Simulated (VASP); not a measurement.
A convergence study with VASP on IrO2 (rutile): one setting is varied, all else stays as given below, so the limit is that of these other settings.

```
CELL_PARAMETERS angstrom
      4.50000     0.00000     0.00000
      0.00000     4.50000     0.00000
      0.00000     0.00000     3.15000
ATOMIC_POSITIONS crystal
  Ir 0.00000 0.00000 0.00000
  Ir 0.50000 0.50000 0.50000
  O  0.30800 0.30800 0.00000
  O  0.80800 0.19200 0.50000
  O  0.19200 0.80800 0.50000
  O  0.69200 0.69200 0.00000
```

Method: PBE GGA, VASP's PBE PAW potentials (set 64) (plane waves; VASP). The tightest run used: 700 eV cut-off, 14×14×19 Γ-centred mesh, tetrahedra with Blöchl corrections, potentials Ir O.

| setting | E (eV/atom) | pressure (GPa) | irreducible k-points |
|---|---|---|---|
| 2×2×3 mesh | -7.0296 | 8.60 | 6 |
| 3×3×4 mesh | -7.0420 | 8.78 | 9 |
| 4×4×5 mesh | -7.0409 | 8.84 | 18 |

Task: These are the cheaper rows. Estimate the results at 14×14×19 mesh, and how far the last row shown lies from them.

Result: 
```
quantity        tightest run  last row shown is off by
--------------  ------------  ------------------------
E (eV/atom)          -7.0382                   -0.0028
pressure (GPa)          8.91                     -0.07
```

Left out are rungs that failed or repeat a setting and relaxations that didn't move; long series are thinned to 24 rows.

The compound is IrO2 in the rutile structure. The cell was not relaxed at this level.
